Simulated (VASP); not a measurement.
An input for Ansatz (written as the equivalent of a VASP run, and not itself run):

Ansatz 0.2 input:
```yaml
crystal:
  lattice:
    - [4.3484340, 0.0000000, 0.0000000]
    - [0.0000000, 4.3484340, 0.0000000]
    - [0.0000000, 0.0000000, 4.3484340]
  atoms:
    - { symbol: Mn, position: [0.8604874, 0.6395126, 0.3604874], spin: 1.1 }
    - { symbol: Mn, position: [0.3604874, 0.8604874, 0.6395126], spin: 1.1 }
    - { symbol: Mn, position: [0.1395126, 0.1395126, 0.1395126], spin: 1.1 }
    - { symbol: Mn, position: [0.6395126, 0.3604874, 0.8604874], spin: 1.1 }
    - { symbol: Si, position: [0.1536867, 0.3463133, 0.6536867] }
    - { symbol: Si, position: [0.6536867, 0.1536867, 0.3463133] }
    - { symbol: Si, position: [0.8463133, 0.8463133, 0.8463133] }
    - { symbol: Si, position: [0.3463133, 0.6536867, 0.1536867] }
kpoints:
  mp_grid: { grid: [7, 7, 7] }
hamiltonian:
  xc: pbe
  pseudopotentials: { kind: paw }
magnetization: { spin_polarized: true }
scf:
  occupations: { method: methfessel_paxton, width: 0.1 }
  max_iter: 100
relax:
  max_steps: 40
  f_tol: 0.02
  cell: { p_target: 30 }
output: { forces: true, stress: true, eigenvalues: true }
```

Task: Translate this input to VASP (INCAR, KPOINTS, POSCAR, choice of POTCAR).

Result: Several could match; the one computed here: 
**INCAR**
```
! general
SYSTEM   =  MnSi
PREC     =  Accurate
ENCUT    =  500   ! plane-wave cut-off (eV)
LREAL    =  .FALSE.   ! projection in real space or not
LASPH    =  .TRUE.

! electronic loop
EDIFF    =  1E-6
NELM     =  100   ! most electronic steps
ALGO     =  Normal   ! blocked Davidson
LMAXMIX  =  4   ! l cut-off of mixed one-centre charges

! smearing
ISMEAR   =  1
SIGMA    =  0.1

! functional
GGA      =  PE   ! PBE

! spin
ISPIN    =  2   ! spin-polarised
MAGMOM   =  1.1 1.1 1.1 1.1 -0.0 -0.0 -0.0 -0.0

! ions
IBRION   =  2   ! conjugate gradients
NSW      =  40   ! most ionic steps
ISIF     =  3   ! ions, shape and volume
EDIFFG   =  -0.02   ! ionic stop
PSTRESS  =  300

! output
LWAVE    =  .FALSE.
LCHARG   =  .FALSE.
LORBIT   =  10
```

File POSCAR:
```
MnSi
1
    4.3484340128     0.0000000000    -0.0000000000
   -0.0000000000     4.3484340128     0.0000000000
   -0.0000000000    -0.0000000000     4.3484340128
Mn Si
4 4
Direct
  0.8604874026   0.6395125974   0.3604874026
  0.3604874026   0.8604874026   0.6395125974
  0.1395125974   0.1395125974   0.1395125974
  0.6395125974   0.3604874026   0.8604874026
  0.1536867384   0.3463132616   0.6536867384
  0.6536867384   0.1536867384   0.3463132616
  0.8463132616   0.8463132616   0.8463132616
  0.3463132616   0.6536867384   0.1536867384
```

### KPOINTS
```
K-points
0
Gamma
7 7 7
0 0 0
```

POTCAR, in this order: Mn_pv Si (PBE.64 set). Program: vasp_std.

The two are equivalent in intent, not identical: each code has its own PAW files, so the cut-off isn't converted (ENCUT is set for VASP's; basis.ecutwfc is left out, and Ansatz then takes the one that its files recommend); Ansatz stops its SCF on the density residual and VASP on the energy change (EDIFF).

The compound is MnSi in the B20 structure. It was relaxed first under an external pressure of 30 GPa.
